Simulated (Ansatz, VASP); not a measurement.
# GaAs (GaAs(110)) in two plane-wave programs, part 2 of 2

One calculation is typed for both programs; each brings its own data sets and cutoff. How far apart do they land?  The cell is taken from a series of runs on this material, whose earlier steps may have relaxed or scaled it; both programs get it as it stands.

VASP 6.6.1 and Ansatz 0.2.0.

So far: Starting point; Ansatz: single point, PBE.

## 3. VASP: single point, PBE

Level of this step: PBE; plane waves and PAW (Ga_d_GW, As_GW) (VASP).

The same cell, functional, mesh and smearing now go to VASP, with its own data sets and cutoff.

Lines of VASP's logs that name or quote its potential files are left out, and so is its time.

The input, INCAR:

```
SYSTEM = GaAs
PREC = Accurate
ENCUT = 650
EDIFF = 1E-06
NELM = 100
ISMEAR = 0
SIGMA = 0.03
LREAL = .FALSE.
ALGO = Normal
GGA = PE
NBANDS = 100
LORBIT = 11
LWAVE = .FALSE.
LCHARG = .FALSE.
KPAR = 2
NCORE = 2
ISIF = 0
LDIPOL = .TRUE.
IDIPOL = 3
DIPOL = 0.5 0.5 0.5
LVHAR = .TRUE.
```

The input, POSCAR:

```
GaAs
1.0
    4.0734531811      0.0000000000      0.0000000000
    0.0000000000      5.7607327344      0.0000000000
    0.0000000000      0.0000000000     32.2938127244
Ga As
9 9
Direct
    0.0000000000      0.0604814193      0.2617643335
    0.5000000000      0.4838390366      0.3073252879
    0.0000000000      0.9898048892      0.3744979291
    0.5000000000      0.4891205541      0.4363208566
    0.0000000000      0.9918894169      0.5000000000
    0.5000000000      0.4891205541      0.5636791434
    0.0000000000      0.9898048892      0.6255020709
    0.5000000000      0.4838390366      0.6926747121
    0.0000000000      0.0604814193      0.7382356665
    0.0000000000      0.7352834158      0.3112509978
    0.5000000000      0.2683243636      0.2396948668
    0.0000000000      0.7394736164      0.4372275437
    0.5000000000      0.2418322986      0.3726198175
    0.0000000000      0.7394736164      0.5627724563
    0.5000000000      0.2417913958      0.5000000000
    0.0000000000      0.7352834158      0.6887490022
    0.5000000000      0.2418322986      0.6273801825
    0.5000000000      0.2683243636      0.7603051332
```

The input, KPOINTS:

```
Automatic mesh
0
Gamma
6 4 1
0 0 0
```

The projector-augmented-wave data sets are Ga_d_GW and As_GW (PBE family, release 64).

On the command line:

```console
mpirun -np 4 vasp_std
```

Numbers of over 12 decimals in the logs are rounded to 6 here.

The program printed:

```text
[banner, memory and clock lines left out]
running    4 mpi-ranks, on    1 nodes
 distrk:  each k-point on    2 cores,    2 groups
 distr:  one band on    2 cores,    1 groups

 POSCAR found type information on POSCAR GaAs
 POSCAR found :  2 types and      18 ions
|                                                                             |
|               ----> ADVICE to this user running VASP <----                  |
|                                                                             |
|     You have a (more or less) 'large supercell' and for larger cells it     |
|     might be more efficient to use real-space projection operators.         |
|     Therefore, try LREAL= Auto in the INCAR file.                           |
|     Mind: For very accurate calculation, you might also keep the            |
|     reciprocal projection scheme (i.e. LREAL=.FALSE.).                      |
|                                                                             |

 LDA part: xc-table for (Slater+PW92), standard interpolation
 POSCAR, INCAR and KPOINTS ok, starting setup
 FFT: planning ... GRIDC
 FFT: planning ... GRID_SOFT
 FFT: planning ... GRID
 WAVECAR not read
 entering main loop
       N       E                     dE             d eps       ncg     rms          rms(c)
DAV:   1     0.187037047029E+04    0.18704E+04   -0.79250E+04  2456   0.197E+03
DAV:   2     0.239863562259E+03   -0.16305E+04   -0.15631E+04  2912   0.500E+02
DAV:   3    -0.437618486505E+02   -0.28363E+03   -0.27564E+03  2988   0.304E+02
DAV:   4    -0.727269750777E+02   -0.28965E+02   -0.28637E+02  3504   0.865E+01
DAV:   5    -0.744017384730E+02   -0.16748E+01   -0.16672E+01  3832   0.233E+01    0.920E+00
DAV:   6    -0.729641166966E+02    0.14376E+01   -0.27470E+00  3880   0.149E+01    0.502E+00
DAV:   7    -0.727251773296E+02    0.23894E+00   -0.17534E+00  3648   0.671E+00    0.146E+00
DAV:   8    -0.727138705254E+02    0.11307E-01   -0.23588E-01  3448   0.572E+00    0.465E-01
DAV:   9    -0.727155160274E+02   -0.16455E-02   -0.43028E-02  3328   0.249E+00    0.145E-01
DAV:  10    -0.727163580661E+02   -0.84204E-03   -0.60646E-03  3544   0.105E+00    0.918E-02
DAV:  11    -0.727169577116E+02   -0.59965E-03   -0.21341E-03  3448   0.465E-01    0.466E-02
DAV:  12    -0.727171382812E+02   -0.18057E-03   -0.67802E-04  3264   0.409E-01    0.227E-02
DAV:  13    -0.727172748568E+02   -0.13658E-03   -0.22083E-04  3488   0.154E-01    0.172E-02
DAV:  14    -0.727175138738E+02   -0.23902E-03   -0.98072E-05  3144   0.891E-02    0.856E-03
[...]
DAV:  18    -0.727178231620E+02   -0.15355E-04   -0.16576E-06  2128   0.117E-02    0.116E-03
DAV:  19    -0.727178405867E+02   -0.17425E-04   -0.15127E-06  1912   0.958E-03    0.774E-04
DAV:  20    -0.727178498899E+02   -0.93032E-05   -0.42353E-07  1928   0.821E-03    0.611E-04
DAV:  21    -0.727178712406E+02   -0.21351E-04   -0.84074E-07  1792   0.461E-03    0.392E-04
DAV:  22    -0.727178764061E+02   -0.51656E-05   -0.16335E-07  1840   0.362E-03    0.251E-04
DAV:  23    -0.727178817899E+02   -0.53838E-05   -0.23740E-07  1752   0.324E-03    0.177E-04
DAV:  24    -0.727178836941E+02   -0.19042E-05   -0.10341E-07  1760   0.245E-03    0.877E-05
DAV:  25    -0.727178841742E+02   -0.48015E-06   -0.65873E-08  1600   0.168E-03
   1 F= -.72717884E+02 E0= -.72717884E+02  d E =-.315039E-11
```

From OUTCAR (step 3):

```text
ion  position               nearest neighbor table
   1  0.000  0.060  0.262-  10 2.46  11 2.47  11 2.47
   2  0.500  0.484  0.307-  10 2.50  10 2.50  11 2.51  13 2.53
   3  0.000  0.990  0.374-  12 2.49  13 2.50  13 2.50  10 2.51
   4  0.500  0.489  0.436-  12 2.50  12 2.50  15 2.50  13 2.50
   5  0.000  0.992  0.500-  15 2.49  15 2.49  12 2.49  14 2.49
   6  0.500  0.489  0.564-  14 2.50  14 2.50  15 2.50  17 2.50
   7  0.000  0.990  0.626-  14 2.49  17 2.50  17 2.50  16 2.51
   8  0.500  0.484  0.693-  16 2.50  16 2.50  18 2.51  17 2.53
   9  0.000  0.060  0.738-  16 2.46  18 2.47  18 2.47
  10  0.000  0.735  0.311-   1 2.46   2 2.50   2 2.50   3 2.51
  11  0.500  0.268  0.240-   1 2.47   1 2.47   2 2.51
  12  0.000  0.739  0.437-   3 2.49   5 2.49   4 2.50   4 2.50
  13  0.500  0.242  0.373-   3 2.50   3 2.50   4 2.50   2 2.53
  14  0.000  0.739  0.563-   7 2.49   5 2.49   6 2.50   6 2.50
  15  0.500  0.242  0.500-   5 2.49   5 2.49   6 2.50   4 2.50
  16  0.000  0.735  0.689-   9 2.46   8 2.50   8 2.50   7 2.51
  17  0.500  0.242  0.627-   7 2.50   7 2.50   6 2.50   8 2.53
  18  0.500  0.268  0.760-   9 2.47   9 2.47   8 2.51

  LATTYP: Found a simple orthorhombic cell.
 ALAT       =     4.0734531811
 B/A-ratio  =     1.4142135624
 C/A-ratio  =     7.9278713388

 Subroutine GETGRP returns: Found  4 space group operations
 (whereof  4 operations were pure point group operations)

The static configuration has the point symmetry C_2v.

 Found     12 irreducible k-points:

   k-points           NKPTS =     12   k-points in BZ     NKDIM =     12   number of bands    NBANDS=    100

   dimension x,y,z NGX =    36 NGY =   48 NGZ =  270
   dimension x,y,z NGXF=    72 NGYF=   96 NGZF=  540

   ENCUT  =  650.0 eV  47.77 Ry    6.91 a.u.   8.47 11.98 67.13*2*pi/ulx,y,z

   NELECT =     162.0000    total number of electrons

 k-points in reciprocal lattice and weights: Automatic mesh
   0.00000000  0.00000000  0.00000000       0.042
   0.16666667  0.00000000  0.00000000       0.083
   0.33333333  0.00000000  0.00000000       0.083
   0.50000000  0.00000000  0.00000000       0.042
   0.00000000  0.25000000  0.00000000       0.083
   0.16666667  0.25000000  0.00000000       0.167
   0.33333333  0.25000000  0.00000000       0.167
   0.50000000  0.25000000  0.00000000       0.083
   0.00000000  0.50000000  0.00000000       0.042
   0.16666667  0.50000000  0.00000000       0.083
   0.33333333  0.50000000  0.00000000       0.083
   0.50000000  0.50000000  0.00000000       0.042

 dipolmoment           0.000000      0.000000     -0.000000 electrons x Angstroem

 average (electrostatic) potential at core
       1 -70.6056       2 -70.4271       3 -70.4412       4 -70.4395       5 -70.4420
       6 -70.4395       7 -70.4412       8 -70.4271       9 -70.6056      10 -54.4592
      11 -54.1377      12 -54.4296      13 -54.4046      14 -54.4296      15 -54.4220
      16 -54.4592      17 -54.4046      18 -54.1377

 E-fermi :  -0.0804

 k-point     1 :       0.0000    0.0000    0.0000
  band No.  band energies     occupation
    ...
     77      -0.5374      2.00000
     78      -0.5344      2.00000
     79      -0.4416      2.00000
     80      -0.3159      2.00000
     81      -0.2120      2.00000
     82       0.4019      0.00000
     83       1.1883      0.00000
     84       1.3575      0.00000
     85       1.4391      0.00000
     86       1.4663      0.00000
    ...

 k-point     2 :       0.1667    0.0000    0.0000
  band No.  band energies     occupation
    ...
     77      -1.3802      2.00000
     78      -1.1230      2.00000
     79      -1.0587      2.00000
     80      -0.8088      2.00000
     81      -0.5898      2.00000
     82       1.4283      0.00000
     83       1.7450      0.00000
     84       1.7849      0.00000
     85       2.2811      0.00000
     86       2.2990      0.00000
    ...

 k-point     3 :       0.3333    0.0000    0.0000
  band No.  band energies     occupation
    ...
     77      -1.9209      2.00000
     78      -1.7564      2.00000
     79      -1.5099      2.00000
     80      -1.2285      2.00000
     81      -0.8774      2.00000
     82       1.0868      0.00000
     83       1.2326      0.00000
     84       1.6188      0.00000
     85       1.8999      0.00000
     86       1.9904      0.00000
    ...

  energy-cutoff  :      650.00
  volume of cell :      757.81
      direct lattice vectors                 reciprocal lattice vectors
     4.073453181  0.000000000  0.000000000     0.245491959  0.000000000  0.000000000
     0.000000000  5.760732734  0.000000000     0.000000000  0.173589029  0.000000000
     0.000000000  0.000000000 32.293812724     0.000000000  0.000000000  0.030965684

 POSITION                                       TOTAL-FORCE (eV/Angst)
 -----------------------------------------------------------------------------------
      0.00000      0.34842      8.45337         0.000000     -0.011589      0.000161
      2.03673      2.78727      9.92471         0.000000      0.010161      0.030222
      0.00000      5.70200     12.09397         0.000000      0.011511     -0.006851
      2.03673      2.81769     14.09046        -0.000000      0.003084     -0.008927
      0.00000      5.71401     16.14691         0.000000     -0.013021      0.000000
      2.03673      2.81769     18.20335        -0.000000      0.003084      0.008927
      0.00000      5.70200     20.19985         0.000000      0.011511      0.006851
      2.03673      2.78727     22.36911         0.000000      0.010161     -0.030222
      0.00000      0.34842     23.84044         0.000000     -0.011589     -0.000161
      0.00000      4.23577     10.05148         0.000000      0.013269     -0.010760
      2.03673      1.54574      7.74066         0.000000     -0.007438      0.051642
      0.00000      4.25991     14.11974         0.000000     -0.002943     -0.003467
      2.03673      1.39313     12.03331         0.000000      0.002549      0.020306
      0.00000      4.25991     18.17407         0.000000     -0.002943      0.003467
      2.03673      1.39290     16.14691         0.000000     -0.024188      0.000000
      0.00000      4.23577     22.24233         0.000000      0.013269      0.010760
      2.03673      1.39313     20.26050         0.000000      0.002549     -0.020306
      2.03673      1.54574     24.55315         0.000000     -0.007438     -0.051642
 -----------------------------------------------------------------------------------
    total drift:                                0.000000     -0.000327     -0.000002

  FREE ENERGIE OF THE ION-ELECTRON SYSTEM (eV)
  ---------------------------------------------------
  free  energy   TOTEN  =       -72.7178841742 eV

  energy  without entropy=      -72.7178841742  energy(sigma->0) =      -72.71788417

 vacuum level on the upper side and lower side of the slab         4.658         4.658

 total charge
# of ion       s       p       d       tot
------------------------------------------
    1        0.949   0.648   9.962  11.560
    2        0.878   0.730   9.979  11.587
    3        0.880   0.742   9.978  11.600
    4        0.880   0.741   9.979  11.600
    5        0.879   0.747   9.980  11.605
    6        0.880   0.741   9.979  11.600
    7        0.880   0.742   9.978  11.600
    8        0.878   0.730   9.979  11.587
    9        0.949   0.648   9.962  11.560
   10        1.205   1.526   0.028   2.759
   11        1.255   1.437   0.024   2.716
   12        1.202   1.531   0.028   2.760
   13        1.204   1.521   0.027   2.752
   14        1.202   1.531   0.028   2.760
   15        1.202   1.529   0.027   2.758
   16        1.205   1.526   0.028   2.759
   17        1.204   1.521   0.027   2.752
   18        1.255   1.437   0.024   2.716
--------------------------------------------------
tot         18.988  20.028  90.015 129.031

[... 3 further parts left out ...]
```

## 4. Side by side

Known differences besides the PAW data sets themselves: the data sets hold 252 valence electrons in Ansatz (default PAW (the set named soft_2) files) and 162 in VASP; the cutoff is 420 eV in Ansatz and 650 eV in VASP; VASP leaves aspherical gradient terms in its spheres out (LASPH is not set), Ansatz keeps them. Total energies have different zeros and are not compared.

Both answers:

```csv
quantity,Ansatz,VASP,difference
gap on the k mesh (eV),0.625,0.614,+0.011
```

At this near-relaxed geometry the largest component of a force difference is 33 meV/Å.

## 5. Looking for the cause

How far does this hang on the set-up? Further runs change one program's set-up at a time, as the table lists.

```csv
run,difference in gap on the k mesh (eV)
as above,0.011
VASP with the data sets Ga_h and As,0.0013
```

## 6. Results

- difference in gap on the k mesh (single point, PBE): 0.011 eV
- r.m.s. force difference (single point, PBE): 7.4 meV/Å

In words: The r.m.s. force difference is 7.4 meV/Å (single point, PBE), within the 12 meV/Å picked in this series as the mark of a large difference. For single point, PBE: with VASP with the data sets Ga_h and As the difference in gap on the k mesh shrinks in size, from 0.011 to 0.0013 eV. Differences of this kind measure data sets and numerical settings, not the functional's error against experiment.

[Lines on the potential files, build, host, timing and source positions are cut from VASP's logs without a mark.]

[Logs are printed without paths, hosts, clocks, repeated set-up lines and the standing remarks that a program may print on its own settings, such as how far it seeks lower states.]

[Hosts, paths, dates, database ids (printed as entryN), source tags and the programs' standing remarks are cut or masked in the printed files.]
